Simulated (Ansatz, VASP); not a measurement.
# BaLiC in two plane-wave programs, part 2 of 2

Aim: how closely do two programs agree when they are given the same cell, functional and k mesh? The cell is invented: As first built, before any earlier steps moved the atoms (in the runner's words): it takes the BaLiSi structure with some of its atoms replaced by other elements, volume scaled by an estimate. It may not be a known or stable phase. The cell is taken from a series of VASP runs on this material, whose earlier steps may have relaxed, scaled or displaced it; both programs get it as it stands.

VASP 6.6.1 and Ansatz 0.2.0.

So far: Set-up; Ansatz: relaxation of cell and atoms, PBE.

## Step 3: VASP: relaxation of cell and atoms, PBE

Level of this step: PBE; plane waves and PAW (Ba_sv, C, Li); invented cell (VASP).

The same cell, functional, mesh and smearing now go to VASP, with its own data sets and cutoff.

Lines of VASP's logs that name or quote its potential files are left out, and so is its time.

INCAR

```
SYSTEM = BaLiC
PREC = Accurate
ENCUT = 480
EDIFF = 1E-08
NELM = 120
ISMEAR = 1
SIGMA = 0.2
LREAL = .FALSE.
ALGO = Fast
GGA = PE
NBANDS = 13
LORBIT = 11
LWAVE = .FALSE.
LCHARG = .FALSE.
KPAR = 4
IBRION = 1
NSW = 30
ISIF = 3
EDIFFG = -0.002
POTIM = 0.4
```

POSCAR

```
BaLiC
1.0
    4.1748862011      0.0000000000      0.0000000000
   -2.0874431005      3.6155575648      0.0000000000
    0.0000000000      0.0000000000      3.9557314243
Ba C Li
1 1 1
Direct
    0.6666666700      0.3333333300      0.0000000000
    0.3333333300      0.6666666700      0.5000000000
    0.0000000000      0.0000000000      0.5000000000
```

KPOINTS

```
Automatic mesh
0
Gamma
9 9 8
0 0 0
```

PAW data sets: Ba_sv, C and Li (PBE family, release 64).

Started as:

```console
> mpirun -np 4 vasp_std
```

Numbers of over 12 decimals in the logs are rounded to 6 here.

What it wrote:

```text
[banner, memory and clock lines left out]
running    4 mpi-ranks, on    1 nodes
 distrk:  each k-point on    1 cores,    4 groups
 distr:  one band on    1 cores,    1 groups

 POSCAR found type information on POSCAR BaC Li
 POSCAR found :  3 types and       3 ions
 LDA part: xc-table for (Slater+PW92), standard interpolation
 POSCAR, INCAR and KPOINTS ok, starting setup
 FFT: planning ... GRIDC
 FFT: planning ... GRID_SOFT
 FFT: planning ... GRID
 WAVECAR not read
 entering main loop
       N       E                     dE             d eps       ncg     rms          rms(c)
DAV:   1     0.694579023261E+02    0.69458E+02   -0.60027E+03  1560   0.889E+02
DAV:   2    -0.740473627697E+01   -0.76863E+02   -0.71572E+02  2085   0.175E+02
DAV:   3    -0.118407236043E+02   -0.44360E+01   -0.43824E+01  2103   0.449E+01
DAV:   4    -0.119771476460E+02   -0.13642E+00   -0.13628E+00  2126   0.616E+00
DAV:   5    -0.119781957372E+02   -0.10481E-02   -0.10480E-02  2098   0.589E-01    0.650E+00
RMM:   6    -0.105898492502E+02    0.13883E+01   -0.33692E+00  1560   0.692E+00    0.335E+00
RMM:   7    -0.105480736004E+02    0.41776E-01   -0.28886E-01  1669   0.267E+00    0.195E+00
RMM:   8    -0.105356208325E+02    0.12453E-01   -0.11243E-01  1672   0.203E+00    0.376E-01
RMM:   9    -0.105351381025E+02    0.48273E-03   -0.35475E-02  1798   0.785E-01    0.162E-01
RMM:  10    -0.105355775434E+02   -0.43944E-03   -0.45801E-03  1914   0.310E-01    0.922E-02
RMM:  11    -0.105357036090E+02   -0.12607E-03   -0.12154E-03  1831   0.177E-01    0.366E-02
RMM:  12    -0.105357328838E+02   -0.29275E-04   -0.32519E-04  2044   0.760E-02    0.112E-02
RMM:  13    -0.105357417652E+02   -0.88814E-05   -0.87902E-05  2113   0.430E-02    0.658E-03
RMM:  14    -0.105357445649E+02   -0.27997E-05   -0.31074E-05  2145   0.211E-02    0.269E-03
RMM:  15    -0.105357457691E+02   -0.12041E-05   -0.94987E-06  2174   0.123E-02    0.282E-03
RMM:  16    -0.105357462132E+02   -0.44418E-06   -0.37353E-06  2112   0.832E-03    0.969E-04
RMM:  17    -0.105357464720E+02   -0.25880E-06   -0.11946E-06  2014   0.407E-03    0.432E-04
 num prob  num prob  num prob  num prob  num prob RMM:  18    -0.105357465180E+02   -0.45915E-07   -0.43361E-07  1772   0.225E-03    0.402E-04
RMM:  19    -0.105357465958E+02   -0.77849E-07   -0.17316E-07  1661   0.207E-03    0.266E-04
 num prob  num prob  num prob RMM:  20    -0.105357465445E+02    0.51280E-07   -0.64360E-08  1316   0.109E-03    0.142E-04
 num prob  num prob  num prob  num prob RMM:  21    -0.105357465603E+02   -0.15764E-07   -0.23259E-08  1142   0.560E-04    0.303E-05
 num prob  num prob  num prob  num prob RMM:  22    -0.105357465625E+02   -0.21969E-08   -0.80941E-09   941   0.355E-04
   1 F= -.10535747E+02 E0= -.10530736E+02  d E =-.105357E+02
[... from here on, the cycles between the ionic steps are left out ...]
   2 F= -.10538415E+02 E0= -.10532712E+02  d E =-.266868E-02
   8 F= -.10571914E+02 E0= -.10565996E+02  d E =-.893018E-01
[...]
WARNING in EDDRMM: call to ZHEGV failed, returncode =   6  3      7
[...]
WARNING in EDDRMM: call to ZHEGV failed, returncode =   8  4      8
[...]
WARNING in EDDRMM: call to ZHEGV failed, returncode =   6  3      6
   9 F= -.10153623E+02 E0= -.10154021E+02  d E =0.418291E+00
[...]
WARNING in EDDRMM: call to ZHEGV failed, returncode =   8  4      7
[...]
num prob WARNING in EDDRMM: call to ZHEGV failed, returncode =   8  4      7
  10 F= -.10596167E+02 E0= -.10593257E+02  d E =-.442545E+00
[...]
WARNING in EDDRMM: call to ZHEGV failed, returncode =   8  4      6
  11 F= -.10608426E+02 E0= -.10607465E+02  d E =-.122585E-01
  12 F= -.10610878E+02 E0= -.10611161E+02  d E =-.245235E-02
  13 F= -.10611458E+02 E0= -.10611429E+02  d E =-.579669E-03
 BRION: g(F)=  0.146E-43 g(S)=  0.293E-05 retain N=  1 mean eig= 3.31
 eig:   3.309
 bond charge predicted
       N       E                     dE             d eps       ncg     rms          rms(c)
DAV:   1    -0.106114784780E+02   -0.20691E-04   -0.14052E-03  1870   0.261E-01    0.183E-02
RMM:   2    -0.106114672607E+02    0.11217E-04   -0.19815E-05  1573   0.292E-02    0.106E-02
RMM:   3    -0.106114629669E+02    0.42938E-05   -0.62140E-06  1590   0.165E-02    0.368E-03
RMM:   4    -0.106114626115E+02    0.35541E-06   -0.20682E-06  1663   0.950E-03    0.109E-03
RMM:   5    -0.106114626210E+02   -0.95089E-08   -0.27066E-07  1796   0.284E-03    0.623E-04
 num prob RMM:   6    -0.106114626177E+02    0.32990E-08   -0.52518E-08  1420   0.120E-03
  14 F= -.10611463E+02 E0= -.10611463E+02  d E =-.482504E-05
 BRION: g(F)=  0.126E-43 g(S)=  0.408E-07 retain N=  1 mean eig= 3.31
 eig:   3.311
 reached required accuracy - stopping structural energy minimisation
```

OUTCAR, selected parts (step 3):

```text
ion  position               nearest neighbor table
   1  0.667  0.333  0.000-   3 3.12   3 3.12   2 3.12   2 3.12   2 3.12   2 3.12   3 3.12   3 3.12
                             3 3.12   3 3.12   2 3.12   2 3.12
   2  0.333  0.667  0.500-   3 2.41   3 2.41   3 2.41   1 3.12   1 3.12   1 3.12   1 3.12   1 3.12
                             1 3.12
   3  0.000  0.000  0.500-   2 2.41   2 2.41   2 2.41   1 3.12   1 3.12   1 3.12   1 3.12   1 3.12
                             1 3.12

  LATTYP: Found a hexagonal cell.
 ALAT       =     4.1748862011
 C/A-ratio  =     0.9475064071

 Subroutine GETGRP returns: Found 12 space group operations
 (whereof 12 operations were pure point group operations)

The static configuration has the point symmetry D_3h.

 Found     60 irreducible k-points:

   k-points           NKPTS =     60   k-points in BZ     NKDIM =     60   number of bands    NBANDS=     13

   dimension x,y,z NGX =    30 NGY =   30 NGZ =   28
   dimension x,y,z NGXF=    60 NGYF=   60 NGZF=   56

   ENCUT  =  480.0 eV  35.28 Ry    5.94 a.u.   7.46  7.46  7.07*2*pi/ulx,y,z

   NELECT =      15.0000    total number of electrons

 k-points in reciprocal lattice and weights: Automatic mesh
   0.00000000  0.00000000  0.00000000       0.002
   0.11111111  0.00000000  0.00000000       0.009
   0.22222222  0.00000000  0.00000000       0.009
   0.33333333  0.00000000  0.00000000       0.009
   0.44444444  0.00000000  0.00000000       0.009
   0.11111111  0.11111111  0.00000000       0.009
   0.22222222  0.11111111  0.00000000       0.019
   0.33333333  0.11111111  0.00000000       0.019
   0.44444444  0.11111111  0.00000000       0.009
[...]
0.33333333  0.22222222  0.50000000       0.019
   0.33333333  0.33333333  0.50000000       0.003

 average (electrostatic) potential at core
       1 -36.7814       2 -51.2567       3 -27.0751

 E-fermi :   2.5564

 k-point     1 :       0.0000    0.0000    0.0000
  band No.  band energies     occupation
      1     -24.7625      2.00000
      2      -9.8349      2.00000
      3      -9.5812      2.00000
      4      -9.5812      2.00000
      5      -5.7622      2.00000
      6       2.6933      0.09149
      7       2.6933      0.09149
      8       3.0445     -0.00301
      9       3.1154     -0.00056
     10       5.9520     -0.00000
    ...

 k-point     2 :       0.1111    0.0000    0.0000
  band No.  band energies     occupation
    ...
      2      -9.8095      2.00000
      3      -9.7484      2.00000
      4      -9.6134      2.00000
      5      -5.6583      2.00000
      6       2.3206      2.07023
      7       2.7280     -0.00686
      8       2.9632     -0.01431
      9       3.3738     -0.00000
     10       6.2382     -0.00000
     11       6.6535      0.00000
    ...

 k-point     3 :       0.2222    0.0000    0.0000
  band No.  band energies     occupation
    ...
      3      -9.7440      2.00000
      4      -9.6932      2.00000
      5      -5.4237      2.00000
      6       1.6896      2.00000
      7       2.6104      0.56120
      8       2.7781     -0.06606
      9       3.9000     -0.00000
     10       6.0893     -0.00000
     11       7.1410      0.00000
     12       7.5728      0.00000
    ...

  Total        0.0009690      0.0009690      0.0011378      0.0000000     -0.0000000      0.0000000
  in kB        0.0261871      0.0261871      0.0307496      0.0000000     -0.0000000      0.0000000
  external PRESSURE =       0.0277079 kB  Pullay stress =       0.0000000 kB

  energy-cutoff  :      480.00
  volume of cell :       59.28
      direct lattice vectors                 reciprocal lattice vectors
     3.956680555 -0.000000000 -0.000000000     0.252737108  0.145917835 -0.000000000
    -1.978340277  3.426585922  0.000000000     0.000000000  0.291835670 -0.000000000
     0.000000000  0.000000000  4.372531355     0.000000000 -0.000000000  0.228700475

 POSITION                                       TOTAL-FORCE (eV/Angst)
 -----------------------------------------------------------------------------------
      1.97834      1.14220      0.00000        -0.000000     -0.000000     -0.000000
     -0.00000      2.28439      2.18627        -0.000000      0.000000      0.000000
      0.00000      0.00000      2.18627         0.000000     -0.000000      0.000000
 -----------------------------------------------------------------------------------
    total drift:                               -0.000005      0.000003     -0.000000

  FREE ENERGIE OF THE ION-ELECTRON SYSTEM (eV)
  ---------------------------------------------------
  free  energy   TOTEN  =       -10.6114626177 eV

  energy  without entropy=      -10.6114645629  energy(sigma->0) =      -10.61146327

 reached required accuracy - stopping structural energy minimisation

 total charge
# of ion       s       p       d       tot
------------------------------------------
    1        2.038   5.562   0.420   8.021
    2        0.904   1.240   0.000   2.144
    3        0.145   0.187   0.000   0.332
--------------------------------------------------
tot          3.088   6.989   0.420  10.497

[... 3 further parts left out ...]
```

## Step 4: Differences

Known differences besides the potentials themselves: both relaxations stop at a tolerance, which leaves soft axes loose, and VASP keeps its plane-wave basis; the data sets hold 17 valence electrons in Ansatz (default PAW (the set named soft_2) files) and 15 in VASP; the cutoff is 420 eV in Ansatz and 480 eV in VASP; VASP leaves aspherical gradient terms in its spheres out (LASPH is not set), Ansatz keeps them; Ansatz adds a Pulay correction to the stress that steers its cell, VASP none. Total energies have different zeros and are not compared.

Both answers:

| quantity | Ansatz | VASP | difference |
| --- | --- | --- | --- |
| volume (Å³) | 58.35 | 59.28 | -1.57 % |
| edge a after relaxation, in the typed setting (Å) | 3.933 | 3.957 | -0.59 % |
| edge c after relaxation, in the typed setting (Å) | 4.355 | 4.372 | -0.40 % |

The walks stopped with 0.00 GPa left in Ansatz and 0.00 GPa in VASP; each walk ends within a tolerance, so the volume difference is uncertain by about these residues over the bulk modulus, most in soft cells.

A further Ansatz single point at VASP's end cell gives -0.60 GPa where VASP has 0.00 GPa.

## Step 5: VASP: zone-centre phonons, PBE

Second derivatives magnify differences that forces hide, and they need a tight electronic threshold. The cell compared in this pair holds 59.28 Å³, against 59.71 Å³ for the pair before.

INCAR

```
SYSTEM = BaLiC
PREC = Accurate
ENCUT = 480
EDIFF = 1E-07
NELM = 120
ISMEAR = 1
SIGMA = 0.2
LREAL = Auto
ALGO = Fast
GGA = PE
NBANDS = 13
LWAVE = .FALSE.
LCHARG = .FALSE.
IBRION = 6
NSW = 1
NFREE = 2
POTIM = 0.015
ISIF = 0
ADDGRID = .TRUE.
```

POSCAR

```
BaLiC
1.0
    3.9566805546      0.0000000000      0.0000000000
   -1.9783402772      3.4265859225      0.0000000000
    0.0000000000      0.0000000000      4.3725313551
Ba C Li
1 1 1
Direct
    0.6666666700      0.3333333300      0.0000000000
    0.3333333300      0.6666666700      0.5000000000
    0.0000000000      0.0000000000      0.5000000000
```

KPOINTS

```
Automatic mesh
0
Gamma
7 7 5
0 0 0
```

Started as:

```console
> mpirun -np 4 vasp_std
```

What it wrote:

```text
[banner, memory and clock lines left out]
running    4 mpi-ranks, on    1 nodes
[...]
|                                                                             |
|               ----> ADVICE to this user running VASP <----                  |
|                                                                             |
|     You have a (more or less) 'small supercell' and for smaller cells       |
|     it is recommended to use the reciprocal-space projection scheme!        |
|     The real-space optimization is not efficient for small cells and it     |
|     is also less accurate ...                                               |
|     Therefore, set LREAL=.FALSE. in the INCAR file.                         |
|                                                                             |

 LDA part: xc-table for (Slater+PW92), standard interpolation
|                                                                             |
|           W    W    AA    RRRRR   N    N  II  N    N   GGGG   !!!           |
[...]
DAV:   3    -0.120611675148E+02   -0.35901E+01   -0.35548E+01  1024   0.341E+01
DAV:   4    -0.121680944774E+02   -0.10693E+00   -0.10689E+00  1072   0.411E+00
[...]
RMM:  15    -0.106167141013E+02   -0.28317E-06   -0.28795E-06   948   0.780E-03    0.210E-03
RMM:  16    -0.106167144080E+02   -0.30664E-06   -0.98321E-07   856   0.494E-03    0.384E-04
RMM:  17    -0.106167144570E+02   -0.49045E-07   -0.24381E-07   674   0.222E-03
   1 F= -.10616714E+02 E0= -.10616090E+02  d E =-.187277E-02
[... from here on, the cycles between the ionic steps are left out ...]
   4 F= -.10616319E+02 E0= -.10615688E+02  d E =-.189246E-02
   5 F= -.10616319E+02 E0= -.10615688E+02  d E =-.189245E-02
   6 F= -.10616516E+02 E0= -.10615877E+02  d E =-.191739E-02
   7 F= -.10616516E+02 E0= -.10615877E+02  d E =-.191738E-02
   8 F= -.10616633E+02 E0= -.10616006E+02  d E =-.188034E-02
   9 F= -.10616633E+02 E0= -.10616006E+02  d E =-.188017E-02
  10 F= -.10616498E+02 E0= -.10615865E+02  d E =-.190018E-02
  11 F= -.10616498E+02 E0= -.10615864E+02  d E =-.190040E-02
  12 F= -.10616280E+02 E0= -.10615657E+02  d E =-.186992E-02
  13 F= -.10616280E+02 E0= -.10615657E+02  d E =-.186992E-02
 Finite differences progress:
  Degree of freedom:   6/  6
  Displacement:        2/  2
  Total:              12/ 12
```

OUTCAR, selected parts (step 5):

```text
 POSITION                                       TOTAL-FORCE (eV/Angst)
 -----------------------------------------------------------------------------------
      1.97834      1.14220      0.00000        -0.000000     -0.000000     -0.050263
     -0.00000      2.28439      2.18627         0.000000      0.000000     -0.007348
      0.00000      0.00000      2.17127         0.000000     -0.000000      0.057611
 -----------------------------------------------------------------------------------
    total drift:                               -0.000005      0.000003      0.000360

  FREE ENERGIE OF THE ION-ELECTRON SYSTEM (eV)
  ---------------------------------------------------
  free  energy   TOTEN  =       -10.6162800843 eV

  energy  without entropy=      -10.6144101678  energy(sigma->0) =      -10.61565678

[... 3 further parts left out ...]
[key lines of the parts left out:]
E-fermi :   2.5629
```

The last energy, forces, stress and levels in OUTCAR belong to the last displaced cell, not to the cell of POSCAR.

## Step 6: Ansatz: zone-centre phonons, PBE

The same cell, functional, mesh and smearing now go to Ansatz, which takes its cutoff from its data sets.

The cell is taken from a series of VASP runs on this material, whose earlier steps may have relaxed, scaled or displaced it; both programs get it as it stands.

input.yaml

```yaml
crystal:
  lattice:
    - [3.9566805546, 0.0, 0.0]
    - [-1.9783402772, 3.4265859225, 0.0]
    - [0.0, 0.0, 4.3725313551]
  atoms:
    - { symbol: Ba, position: [0.66666667, 0.33333333, 0.0] }
    - { symbol: C, position: [0.33333333, 0.66666667, 0.5] }
    - { symbol: Li, position: [0.0, 0.0, 0.5] }
hamiltonian:
  xc: pbe
  pseudopotentials: { kind: paw }
kpoints:
  mp_grid: { grid: [7, 7, 5] }
scf:
  occupations: { method: methfessel_paxton, width: 0.2 }
phonons:
  method: dfpt
  qpoints: [[0, 0, 0]]
```

Started as:

```console
> ansatz run input.yaml --threads 4 --pin off --max-ram 9216MiB --backend cpu --events-out ev --progress --plain --runs-dir out
```

What it wrote:

```text
zone centre: on kpoints.mp_grid the ground state, and the responses unless they are solved on pairs of k-points, stand on 48 of the mesh's 245 k-points, reduced under 4 symmetry operations, with k and −k counted as one. Each operation leaves every solved displacement unchanged or reverses it
[...]
Crystal: 3 atoms, lattice volume = 59.282 Å³
[...]
Γ frequencies (cm⁻¹): 0.00 0.00 0.00 87.76 159.69 159.69 303.77 303.77 394.01
  non-analytic LO–TO correction: not included (Born effective charges unavailable; polar crystals: no LO–TO splitting at Γ)
--- Phonons (arbitrary-q DFPT): 1 explicit q-point ---
  q = [0, 0, 0] (of the zone-centre solve; hermiticity 1.45e-7, symmetrization 1.03e-10): -0.00 0.00 0.00 87.76 159.69 159.69 303.77 303.77 394.01
  sum rule: each row above includes the acoustic sum rule's correction from the zone centre's row sums; it moved no ω² by more than (1.10 cm⁻¹)²
[key lines of the parts left out:]
SCF converged after 9 iterations
Free energy (F): -6402.822381 eV
Fermi energy:    7.533107 eV
```

The job ended after 6.3 s (4 threads of Arm Neoverse V2, shared host; peak memory 0.46 GiB).

## Step 7: Differences

What differs besides the data sets and the points named for the pairs above, as far as they apply: the cutoff is 420 eV in Ansatz and 480 eV in VASP (PREC = Accurate, projectors in real space); VASP uses finite displacements, Ansatz perturbation theory. Total energies have different zeros and are not compared.

The two programs side by side:

| quantity | Ansatz | VASP | difference |
| --- | --- | --- | --- |
| optical mode 1 (cm⁻¹) | 87.8 | 111.3 | -21.17 % |
| optical mode 2 to 3 (cm⁻¹) | 159.7 | 165.2 | -3.32 % |
| optical mode 4 to 5 (cm⁻¹) | 303.8 | 304.2 | -0.14 % |
| optical mode 6 (cm⁻¹) | 394.0 | 395.6 | -0.39 % |

Modes are paired by rising frequency and degeneracy, not by their patterns, so a pair may still set unlike modes beside each other.

## Step 8: Other set-ups

Further runs change the set-up of one program: Ansatz's method, potentials or start, or VASP's data sets, cutoff or form of LDA. The table gives Ansatz less VASP for each quantity, since a change that brings one quantity closer may part another.

| run | optical mode 1 (%) | optical mode 2 to 3 (%) | optical mode 4 to 5 (%) | optical mode 6 (%) |
| --- | --- | --- | --- | --- |
| as above | -21 | -3.3 | -0.14 | -0.39 |
| Ansatz's larger PAW set (cutoff 800 eV) | -21 | -3.3 | -0.12 | -0.43 |
| norm-conserving potentials (cutoff 1116 eV) | -21 | -3.4 | -0.13 | -0.48 |

## Step 9: Outcome

```
difference in volume (relaxation of cell and atoms, PBE)                                                          : -1.6 %
r.m.s. difference of the optical zone-centre modes, each program's sorted by frequency (zone-centre phonons, PBE) : 10 cm⁻¹
difference in optical mode 1 (zone-centre phonons, PBE)                                                           : -21.2 %
```

The difference in volume is -1.6 % (relaxation of cell and atoms, PBE), beyond the 1.2 % picked in this series as the mark of a large difference, as far as the stopping tolerances let one tell. A pressure difference of -0.60 GPa at VASP's end cell goes with -1.6 % of volume, which implies a bulk modulus near 38 GPa: the cell is soft, so a small pressure moves it far. Among the rows given in per cent, the largest difference of the zone-centre phonons, PBE pair is in optical mode 1, -21.2 %. For zone-centre phonons, PBE, no further run moves any of the tabulated differences by more than a quarter of its size. Such differences can come from data sets, numerical settings and the points named under the comparisons, not from the functional's error against experiment.

[Lines on the potential files, build, host, timing and source positions are cut from VASP's logs without a mark.]

[Logs are printed without paths, hosts, clocks, repeated set-up lines and the standing remarks that a program may print on its own settings, such as how far it seeks lower states.]

[Hosts, paths, dates, database ids (printed as entryN), source tags and the programs' standing remarks are cut or masked in the printed files.]
